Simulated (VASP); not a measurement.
An input for Quantum ESPRESSO's pw.x (written as the equivalent of a VASP run, and not itself run):

```
&CONTROL
  calculation = 'scf'
  pseudo_dir = './pseudo'
  outdir = './out'
  tprnfor = .true.
  tstress = .true.
/
&SYSTEM
  ibrav = 0
  nat = 2
  ntyp = 2
  ecutwfc = 84
  occupations = 'tetrahedra'
  input_dft = 'rpbe'
/
&ELECTRONS
  conv_thr = 7.3e-09
  electron_maxstep = 100
/
ATOMIC_SPECIES
  Ti 47.867 Ti.upf
  C 12.011 C.upf
CELL_PARAMETERS angstrom
     0.0000000    2.1805164    2.1805164
     2.1805164    0.0000000    2.1805164
     2.1805164    2.1805164    0.0000000
ATOMIC_POSITIONS crystal
  Ti   0.0000000  0.0000000  0.0000000
  C    0.5000000  0.5000000  0.5000000
K_POINTS automatic
  16 16 16 0 0 0
```

Q: Write the VASP files for the same calculation (RPBE).

A: One answer among several that fit: 
### KPOINTS
```
Automatic mesh
0
Gamma
16 16 16
0 0 0
```

### INCAR
```
ALGO=Normal
EDIFF=1E-7
ENCUT=520
GGA=RP
ISIF=2
ISMEAR=-5
LASPH=.TRUE.
LCHARG=.TRUE.
LMAXMIX=4
LORBIT=11
LREAL=.FALSE.
LWAVE=.FALSE.
NEDOS=601
NELM=100
PREC=Accurate
SYSTEM=TiC
```

### POSCAR
```
TiC
1
    0.0000000000     2.1805163563     2.1805163563
    2.1805163563     0.0000000000     2.1805163563
    2.1805163563     2.1805163563     0.0000000000
Ti C
1 1
Direct
  0.0000000000   0.0000000000   0.0000000000
  0.5000000000   0.5000000000   0.5000000000
```

POTCAR, in this order: Ti_sv C (PBE.64 set). Program: vasp_std.

Limits of the translation: the potentials are each code's own (VASP's PAW set, PseudoDojo norm-conserving files in pw.x), so ENCUT and ecutwfc are chosen apart and not converted; conv_thr bounds pw.x's estimated SCF error, while EDIFF bounds the energy change between steps.

The compound is TiC in the rock salt structure. It was relaxed first.
